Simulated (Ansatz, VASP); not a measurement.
# PtSe2 (Sudovikovite) in two plane-wave programs, part 3 of 3

Wanted: the spread between two codes on one cell, functional and k mesh. The cell is taken from a series of runs on this material, whose earlier steps may have relaxed, scaled, displaced or heated it; both programs get it as it stands.

VASP 6.6.1 and Ansatz 0.2.0.

So far: The structure; Ansatz: zone-centre phonons, PBE; VASP: zone-centre phonons, PBE.

### 3. VASP: zone-centre phonons, PBE (continued)

Level of this step: PBE; plane waves and PAW (Pt, Se) (VASP).

Numbers of over 12 decimals in the logs are rounded to 6 here.

Parts of OUTCAR (step 3):

```text
ion  position               nearest neighbor table
   1  0.000  0.000  0.000-   2 2.53   3 2.53   2 2.53   3 2.53   3 2.53   2 2.53
   2  0.333  0.667  0.201-   1 2.53   1 2.53   1 2.53
   3  0.667  0.333  0.799-   1 2.53   1 2.53   1 2.53

  LATTYP: Found a hexagonal cell.
 ALAT       =     3.7516639993
 C/A-ratio  =     1.7341413420

 Subroutine GETGRP returns: Found 12 space group operations
 (whereof 12 operations were pure point group operations)

The static configuration has the point symmetry D_3d.

 Found    192 irreducible k-points:

   k-points           NKPTS =    192   k-points in BZ     NKDIM =    192   number of bands    NBANDS=     17

   dimension x,y,z NGX =    28 NGY =   28 NGZ =   48
   dimension x,y,z NGXF=    56 NGYF=   56 NGZF=   96

   ENCUT  =  500.0 eV  36.75 Ry    6.06 a.u.   6.84  6.84 11.86*2*pi/ulx,y,z

   NELECT =      22.0000    total number of electrons

 k-points in reciprocal lattice and weights: Automatic mesh
   0.00000000  0.00000000  0.00000000       0.001
   0.06666667  0.00000000  0.00000000       0.003
   0.13333333  0.00000000  0.00000000       0.003
   0.20000000  0.00000000  0.00000000       0.003
   0.26666667  0.00000000  0.00000000       0.003
   0.33333333  0.00000000  0.00000000       0.003
   0.40000000  0.00000000  0.00000000       0.003
   0.46666667  0.00000000  0.00000000       0.003
   0.06666667  0.06666667  0.00000000       0.003
[...]
0.33333333  0.26666667  0.50000000       0.007
   0.33333333  0.33333333  0.50000000       0.001

 average (electrostatic) potential at core
       1 -71.2793       2 -55.2637       3 -55.2637

  Total       -0.0236760     -0.0236760     -0.0145279      0.0000000      0.0000000     -0.0000000
  in kB       -0.4783348     -0.4783348     -0.2935122      0.0000000      0.0000000     -0.0000000
  external PRESSURE =      -0.4167273 kB  Pullay stress =       0.0000000 kB

  energy-cutoff  :      500.00
  volume of cell :       79.30
      direct lattice vectors                 reciprocal lattice vectors
     3.751663999  0.000000000  0.000000000     0.266548390  0.153891785  0.000000000
    -1.875832000  3.249036330  0.000000000     0.000000000  0.307783570  0.000000000
     0.000000000  0.000000000  6.505915642     0.000000000  0.000000000  0.153706266

 POSITION                                       TOTAL-FORCE (eV/Angst)
 -----------------------------------------------------------------------------------
      0.00000      0.00000      0.00000         0.000000      0.000000      0.000000
     -0.00000      2.16602      1.30661        -0.000000      0.000000     -0.001906
      1.87583      1.08301      5.19931         0.000000      0.000000      0.001906
 -----------------------------------------------------------------------------------
    total drift:                               -0.000000     -0.000000      0.000000

 MACROSCOPIC STATIC DIELECTRIC TENSOR (including local field effects in DFT)
 ------------------------------------------------------
          16.887724    -0.000000     0.000000
          -0.000000    16.887724     0.000000
          -0.000000     0.000000     5.279165
 ------------------------------------------------------

 PIEZOELECTRIC TENSOR (including local field effects)  for field in x, y, z        (C/m^2)
          XX          YY          ZZ          XY          YZ          ZX
  --------------------------------------------------------------------------------
  x     0.00000     0.00000     0.00000     0.00000     0.00000     0.00000
  y     0.00000     0.00000     0.00000     0.00000     0.00000     0.00000
  z     0.00000     0.00000     0.00000     0.00000     0.00000     0.00000

 BORN EFFECTIVE CHARGES (including local field effects) (in |e|, cummulative output)
 ---------------------------------------------------------------------------------
 ion    1
    1     2.38887    -0.00000     0.00000
    2    -0.00000     2.38887    -0.00000
    3     0.00000     0.00000    -0.08978
 ion    2
    1    -1.19443     0.00000     0.00000
    2     0.00000    -1.19443     0.00000
    3    -0.00000    -0.00000     0.04489
 ion    3
    1    -1.19443     0.00000     0.00000
    2     0.00000    -1.19443     0.00000
    3    -0.00000    -0.00000     0.04489

 Eigenvectors and eigenvalues of the dynamical matrix
 ----------------------------------------------------

   1 f  =    6.671317 THz    41.917121 2PiTHz  222.531184 cm-1    27.590338 meV
             X         Y         Z           dx          dy          dz
      0.000000  0.000000  0.000000     0.000000   -0.000000   -0.668830
     -0.000000  2.166024  1.306606    -0.000000    0.000000    0.525674
      1.875832  1.083012  5.199309    -0.000000    0.000000    0.525674

   2 f  =    6.383240 THz    40.107083 2PiTHz  212.921983 cm-1    26.398950 meV
             X         Y         Z           dx          dy          dz
      0.000000  0.000000  0.000000     0.626264   -0.234746    0.000000
     -0.000000  2.166024  1.306606    -0.492240    0.184509    0.000000
      1.875832  1.083012  5.199309    -0.492240    0.184509   -0.000000

   3 f  =    6.383240 THz    40.107083 2PiTHz  212.921983 cm-1    26.398950 meV
             X         Y         Z           dx          dy          dz
      0.000000  0.000000  0.000000     0.234746    0.626264   -0.000000
     -0.000000  2.166024  1.306606    -0.184509   -0.492240    0.000000
      1.875832  1.083012  5.199309    -0.184509   -0.492240    0.000000

   4 f  =    5.881969 THz    36.957504 2PiTHz  196.201381 cm-1    24.325860 meV
             X         Y         Z           dx          dy          dz
      0.000000  0.000000  0.000000    -0.000000    0.000000    0.000000
     -0.000000  2.166024  1.306606     0.000000   -0.000000    0.707107
      1.875832  1.083012  5.199309    -0.000000    0.000000   -0.707107

   5 f  =    5.087482 THz    31.965591 2PiTHz  169.700129 cm-1    21.040125 meV
             X         Y         Z           dx          dy          dz
      0.000000  0.000000  0.000000     0.000000   -0.000000   -0.000000
     -0.000000  2.166024  1.306606    -0.662120    0.248186    0.000000
      1.875832  1.083012  5.199309     0.662120   -0.248186   -0.000000

   6 f  =    5.087482 THz    31.965591 2PiTHz  169.700129 cm-1    21.040125 meV
             X         Y         Z           dx          dy          dz
      0.000000  0.000000  0.000000     0.000000    0.000000   -0.000000
     -0.000000  2.166024  1.306606    -0.248186   -0.662120   -0.000000
      1.875832  1.083012  5.199309     0.248186    0.662120   -0.000000

   7 f/i=    0.000210 THz     0.001318 2PiTHz    0.006997 cm-1     0.000868 meV
             X         Y         Z           dx          dy          dz
      0.000000  0.000000  0.000000     0.000000   -0.000000   -0.743415
     -0.000000  2.166024  1.306606     0.000000   -0.000000   -0.472935
      1.875832  1.083012  5.199309     0.000000   -0.000000   -0.472935

   8 f/i=    0.000345 THz     0.002165 2PiTHz    0.011495 cm-1     0.001425 meV
             X         Y         Z           dx          dy          dz
      0.000000  0.000000  0.000000     0.026152   -0.742970    0.000000
     -0.000000  2.166024  1.306606     0.016636   -0.472630    0.000000
      1.875832  1.083012  5.199309     0.016636   -0.472630    0.000000

   9 f/i=    0.000345 THz     0.002165 2PiTHz    0.011495 cm-1     0.001425 meV
             X         Y         Z           dx          dy          dz
      0.000000  0.000000  0.000000     0.742970    0.026152    0.000000
     -0.000000  2.166024  1.306606     0.472630    0.016636    0.000000
      1.875832  1.083012  5.199309     0.472630    0.016636    0.000000

 MACROSCOPIC STATIC DIELECTRIC TENSOR IONIC CONTRIBUTION
 ------------------------------------------------------
           0.895011    -0.000000     0.000000
          -0.000000     0.895011     0.000000
           0.000000     0.000000     0.001157
 ------------------------------------------------------

 ELASTIC MODULI CONTR FROM IONIC RELAXATION (kBar)
 Direction    XX          YY          ZZ          XY          YZ          ZX
 --------------------------------------------------------------------------------
 XX        -623.6904   -330.2983   -604.9574      0.0000    294.5759     -0.0000
 YY        -330.2983   -623.6904   -604.9574      0.0000   -294.5759      0.0000
 ZZ        -604.9574   -604.9574   -767.2489      0.0000     -0.0000      0.0000
 XY           0.0000      0.0000      0.0000   -146.6960      0.0000    279.7963
 YZ         294.5759   -294.5759     -0.0000      0.0000   -591.5289      0.0000
 ZX          -0.0000      0.0000      0.0000    279.7963      0.0000   -533.6611
 --------------------------------------------------------------------------------

 PIEZOELECTRIC TENSOR IONIC CONTR  for field in x, y, z        (C/m^2)
          XX          YY          ZZ          XY          YZ          ZX
  --------------------------------------------------------------------------------
  x     0.00000    -0.00000     0.00000     0.00000    -0.00000    -0.00000
  y    -0.00000     0.00000     0.00000     0.00000     0.00000    -0.00000
  z     0.00000     0.00000     0.00000    -0.00000     0.00000     0.00000
```

### 4. Differences

Known differences besides the potentials themselves: fixed occupations in Ansatz, narrow Gaussian smearing in VASP; VASP's response is taken on the typed mesh, Ansatz refines its own for the field response alone; the data sets hold 50 valence electrons in Ansatz (on its default PAW (the set named soft_2) files) and 22 in VASP; the cutoff is 420 eV in Ansatz and 500 eV in VASP. Total energies have different zeros and are not compared.

Both answers:

```
                                     quantity  Ansatz   VASP  difference
                                        ε∞ xx   16.77  16.89     -0.71 %
                                        ε∞ yy   16.77  16.89     -0.71 %
                                        ε∞ zz    5.26   5.28     -0.30 %
Born charge of Pt1 (mean of the diagonal) (e)    1.57   1.56       +0.01
Born charge of Se2 (mean of the diagonal) (e)   -0.78  -0.78        0.00
                   optical mode 1 to 2 (cm⁻¹)   169.7  169.7     -0.03 %
                        optical mode 3 (cm⁻¹)   195.9  196.2     -0.17 %
                   optical mode 4 to 5 (cm⁻¹)   212.6  212.9     -0.17 %
                        optical mode 6 (cm⁻¹)   222.1  222.5     -0.19 %
```

Modes are paired by rising frequency, not by their patterns, so a pair may set unlike modes beside each other; they are those without the splitting of longitudinal modes.

### 5. Outcome

- r.m.s. difference of the optical zone-centre modes, each program's sorted by frequency (zone-centre phonons, PBE): 0.31 cm⁻¹
- difference in ε∞ xx (zone-centre phonons, PBE): -0.7 %

The r.m.s. difference of the optical zone-centre modes, each program's sorted by frequency is 0.31 cm⁻¹ (zone-centre phonons, PBE). The data sets hold unlike numbers of valence electrons (50 in Ansatz and 22 in VASP), so part of the differences comes from the potentials. Among the rows given in per cent, the largest difference of the zone-centre phonons, PBE pair is in ε∞ xx, -0.7 %. How closely two codes agree says nothing of how well the functional describes the real material.

[Lines on the potential files, build, host, timing and source positions are cut from VASP's logs without a mark.]

[Logs are printed without paths, hosts, clocks, repeated set-up lines and the standing remarks that a program may print on its own settings, such as how far it seeks lower states.]

[Hosts, paths, dates, database ids (printed as entryN), source tags and the programs' standing remarks are cut or masked in the printed files.]
